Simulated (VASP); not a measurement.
Input of a VASP 6.6.1 run:

The input POSCAR:

```
Si
1.0
    0.0000000000      2.7155000000      2.7155000000
    2.7155000000      0.0000000000      2.7155000000
    2.7155000000      2.7155000000      0.0000000000
Si
2
Direct
    0.0000000000      0.0000000000      0.0000000000
    0.2500000000      0.2500000000      0.2500000000
```

Contents of INCAR.step1:

```
SYSTEM = Si
  PREC = Accurate
  ENCUT = 520
  EDIFF = 1E-5
  ISMEAR = -1
  SIGMA = 0.02
  LREAL = .FALSE.
  LASPH = .TRUE.
  NELM = 60
  ALGO = Normal
  ISIF = 2
  LWAVE = .TRUE.
  LCHARG = .FALSE.
  NBANDS = 11
  GGA = PE
```

Contents of INCAR.step2:

```
SYSTEM = Si
  PREC = Accurate
  ENCUT = 520
  EDIFF = 1E-7
  ISMEAR = -1
  SIGMA = 0.02
  LREAL = .FALSE.
  LASPH = .TRUE.
  NELM = 60
  ALGO = Normal
  ISIF = 2
  LWAVE = .FALSE.
  LCHARG = .FALSE.
  GGA = PE
  LHFCALC = .TRUE.
  HFSCREEN = 0.2
  PRECFOCK = Normal
  NBANDS = 11
  ISTART = 1
```

KPOINTS

```
Automatic mesh
0
G
  8 8 8
  0 0 0
```

Potentials or basis: VASP PAW PBE potentials, release 64 (Si).

The run is started by

```sh
$ cat potpaw_PBE.64/Si/POTCAR > POTCAR
$ cp INCAR.step1 INCAR
$ mpirun -np 1 vasp_std > vasp.out
$ cp INCAR.step2 INCAR
$ mpirun -np 1 vasp_std > vasp.out
```

Estimate the band gap on the k mesh.

1.20 eV, indirect (least direct gap 3.34 eV).

What does it give for the pressure?

0.1 GPa.

Caveat: the PAW data sets were made with another functional, which shifts forces and pressure a little. A k mesh can miss the band edges.
